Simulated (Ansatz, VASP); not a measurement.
## TiRh in VASP and in Ansatz

```
CELL_PARAMETERS angstrom
2.96601 0.00000 0.00000
0.00000 2.96601 0.00000
0.00000 0.00000 3.40660
ATOMIC_POSITIONS crystal
Ti 0.50000 0.50000 0.50000
Rh 0.00000 0.00000 0.00000
```

Alike in both runs: task relaxation of cell and atoms; functional LDA; k mesh 14 × 14 × 12; occupations fermi-dirac, width 0.1 eV; no spin polarisation.

|  | VASP | Ansatz |
| --- | --- | --- |
| version | VASP 6.6.1 | Ansatz 0.2.0 |
| potentials or method | VASP PAW LDA potentials, release 64 (Ti_sv, Rh_pv) | scalar-relativistic, plane waves, PAW |
| plane-wave cutoff (eV) | 600 | 420 |
| valence electrons in the cell | 27 | 29 |

```csv
,VASP,Ansatz,Ansatz less VASP
"gap on the k mesh at the Fermi level, each at its own relaxed structure (eV)",none,none,-
relaxed volume (Å³/atom),14.10,14.07,-0.027
relaxed cell length with the largest relative difference (Å),2.901,2.899,-0.0019
energy change over the relaxation (meV/atom),-35,-37,-2.2
```

A gap of «none» marks a metal or a gap that the smearing closes. The two sets of potentials don't hold the same shells in valence.

LDA usually gives volumes a few per cent too small. Zero-point motion and thermal expansion aren't in these numbers.
